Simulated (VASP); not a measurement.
An input for Quantum ESPRESSO's pw.x (written as the equivalent of a VASP run, and not itself run):

```
&CONTROL
  calculation = 'vc-relax'
  pseudo_dir = './pseudo'
  outdir = './out'
  tprnfor = .true.
  tstress = .true.
  nstep = 60
  forc_conv_thr = 0.00039
/
&SYSTEM
  ibrav = 0
  nat = 2
  ntyp = 2
  ecutwfc = 80
  occupations = 'smearing'
  smearing = 'gaussian'
  degauss = 0.003675
  input_dft = 'pz'
/
&ELECTRONS
  conv_thr = 7.3e-08
  electron_maxstep = 100
/
&IONS
/
&CELL
/
ATOMIC_SPECIES
  Ga 69.723 Ga.upf
  As 74.922 As.upf
CELL_PARAMETERS angstrom
     0.0000000    2.8750900    2.8750900
     2.8750900    0.0000000    2.8750900
     2.8750900    2.8750900    0.0000000
ATOMIC_POSITIONS crystal
  Ga   0.0000000  0.0000000  0.0000000
  As   0.2500000  0.2500000  0.2500000
K_POINTS automatic
  7 7 7 0 0 0
```

Question: Translate this input to VASP (INCAR, KPOINTS, POSCAR, choice of POTCAR).

Answer: One answer among several that fit: 
### POSCAR
```
GaAs
1
    0.0000000000     2.8750900000     2.8750900000
    2.8750900000     0.0000000000     2.8750900000
    2.8750900000     2.8750900000     0.0000000000
Ga As
1 1
Direct
  0.0000000000   0.0000000000   0.0000000000
  0.2500000000   0.2500000000   0.2500000000
```

### INCAR
```
! general
SYSTEM  = GaAs
PREC    = Accurate
ENCUT   = 400
LREAL   = .FALSE.
LASPH   = .TRUE.   ! aspherical one-centre terms

! electronic loop
EDIFF   = 1E-6   ! SCF stop (eV)
NELM    = 100
ALGO    = Normal
LMAXMIX = 4

! smearing
ISMEAR  = 0
SIGMA   = 0.05   ! width (eV)

! ions
IBRION  = 2   ! conjugate gradients
NSW     = 60   ! most ionic steps
ISIF    = 3
EDIFFG  = -0.01   ! ionic stop

! output
LWAVE   = .FALSE.
LCHARG  = .FALSE.
```

### KPOINTS
```
Automatic mesh
0
Gamma
7 7 7
0 0 0
```

POTCAR, in this order: Ga_d As (LDA.64 set). Program: vasp_std.

The two are equivalent in intent, not identical: the potentials are each code's own (VASP's PAW set, PseudoDojo norm-conserving files in pw.x), so ENCUT and ecutwfc are chosen apart and not converted; conv_thr bounds pw.x's estimated SCF error, while EDIFF bounds the energy change between steps; forc_conv_thr acts on force components and is met together with etot_conv_thr.

The structure comes from a computed database's GaAs entry (F-43m); how it stands against other phases isn't given here. This run relaxes it. Symmetry was kept, so distortions that lower it aren't found.
